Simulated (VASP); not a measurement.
An input for Ansatz (written as the equivalent of a VASP run, and not itself run):

Ansatz 0.2 input:
```yaml
crystal:
  lattice:
    - [5.6630876, 0.0000000, 0.0000000]
    - [0.0000000, 5.6630876, 0.0000000]
    - [0.0000000, 0.0000000, 5.6630876]
  atoms:
    - { symbol: Cs, position: [0.0000000, 0.0000000, 0.0000000] }
    - { symbol: Pb, position: [0.5000000, 0.5000000, 0.5000000] }
    - { symbol: Br, position: [0.5000000, 0.0000000, 0.5000000] }
    - { symbol: Br, position: [0.0000000, 0.5000000, 0.5000000] }
    - { symbol: Br, position: [0.5000000, 0.5000000, 0.0000000] }
kpoints:
  mp_grid: { grid: [4, 4, 4] }
hamiltonian:
  xc: lda
  pseudopotentials: { kind: paw }
scf:
  occupations: { method: gaussian, width: 0.05 }
  max_iter: 100
output: { forces: true, stress: true, eigenvalues: true }
```

Write the VASP files for the same calculation (LDA).

This is not unique; one that fits is 
### POSCAR
```
CsPbBr3
1
    5.6630876095     0.0000000000     0.0000000000
    0.0000000000     5.6630876095     0.0000000000
    0.0000000000     0.0000000000     5.6630876095
Cs Pb Br
1 1 3
Direct
  0.0000000000   0.0000000000   0.0000000000
  0.5000000000   0.5000000000   0.5000000000
  0.5000000000   0.0000000000   0.5000000000
  0.0000000000   0.5000000000   0.5000000000
  0.5000000000   0.5000000000   0.0000000000
```

### KPOINTS
```
Automatic mesh
0
Gamma
4 4 4
0 0 0
```

### INCAR
```
SYSTEM = CsPbBr3
PREC = Accurate
ENCUT = 520
EDIFF = 1E-7
NELM = 100
ALGO = Normal
LREAL = .FALSE.
LASPH = .TRUE.
ISMEAR = 0
SIGMA = 0.05
LMAXMIX = 4
LWAVE = .FALSE.
LCHARG = .FALSE.
ISIF = 2
```

POTCAR, in this order: Cs_sv Pb_d Br (LDA.64 set). Program: vasp_std.

Limits of the translation: each code has its own PAW files, so the cut-off isn't converted (ENCUT is set for VASP's; basis.ecutwfc is left out, and Ansatz then takes the one that its files recommend); Ansatz stops its SCF on the density residual and VASP on the energy change (EDIFF); Ansatz's lda is the Perdew-Wang form, while the LDA potentials of VASP carry Perdew-Zunger's.

The compound is CsPbBr3 in the cubic perovskite structure, the ideal cubic form; the compound distorts at low or room temperature. This cell is one point of a volume scan, at 0.94 of the reference volume.
